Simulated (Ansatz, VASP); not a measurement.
**One calculation of InSbTe3, two programs**

```
In Sb Te
1.0
     5.62140    0.00000    0.00000
     0.00000    5.62140    0.00000
     0.00000    0.00000    5.62140
In Sb Te
1 1 3
Cartesian
  2.8107 2.8107 2.8107
  0.0000 0.0000 0.0000
  0.0000 2.8107 2.8107
  2.8107 2.8107 0.0000
  2.8107 0.0000 2.8107
```

Change from the starting cell: species swapped into the ZrBRh3 type (Pm-3m, No. 221).

Alike in both runs: functional PBE; k mesh 8 × 8 × 8; occupations gaussian, width 0.1 eV; no spin polarisation.

Ansatz relaxed the structure, and its values are those at the end. VASP's run is a single point on that final structure, the one shown.

|  | VASP | Ansatz |
| --- | --- | --- |
| version | VASP 6.6.1 | Ansatz 0.2.0 |
| potentials or method | VASP PAW PBE potentials, release 64 (In_d, Sb, Te) | scalar-relativistic, plane waves, PAW |
| plane-wave cutoff (eV) | 520 | 420 |
| valence electrons in the cell | 36 | 76 |

|  | VASP | Ansatz | Ansatz less VASP |
| --- | --- | --- | --- |
| gap on the k mesh at the Fermi level (eV) | none | none | - |
| pressure (GPa) | 0.0 | 0.0 | +0.04 |

A gap of «none» marks a metal or a gap that the smearing closes. The functional is the same, so the differences come from potentials, cutoffs and numerics. The two sets of potentials don't hold the same shells in valence.

The runs have no spin-orbit coupling, so splittings on Sb, Te are missing.
